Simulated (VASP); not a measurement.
The cell holds one V (bcc) (211) slab, with vacuum along c, ions free to move until forces fall under 0.03 eV/Å, no reconstruction beyond this cell, dipole correction on.

Given:

```
V
1.0
    2.56187     0.00000     0.00000
    0.00000     4.18352     0.00000
    0.00000     0.00000    24.30597
V
8
Cartesian
  0.68085   3.13764   8.13299
  1.67368   1.04588   9.16164
  2.50498   3.13764  10.33551
  0.81108   1.04588  11.59727
  1.75079   3.13764  12.70870
  0.05690   1.04588  13.97046
  0.88820   3.13764  15.14433
  1.88102   1.04588  16.17298
```

Computed with PBEsol GGA, VASP's PBE PAW potentials (set 64) (plane waves; VASP). Run with 400 eV cut-off, 11×7×1 Γ-centred mesh, first-order Methfessel-Paxton smearing of 0.10 eV, potentials V_sv.

Slab and bulk use different k-meshes, so the surface energy is good to a few per cent at best.

### Question
Predict its surface energy, work function, band gap (on the k-mesh).

### Answer

```yaml
surface_energy: 2.98 J/m²
work_function: 4.04 eV
band gap (on the k-mesh): none (metal, semimetal or under 0.01 eV)
```

The cell is a thin slab with vacuum, built from V (bcc): (211) face. The run is not spin-polarised, so no magnetic state was tried.
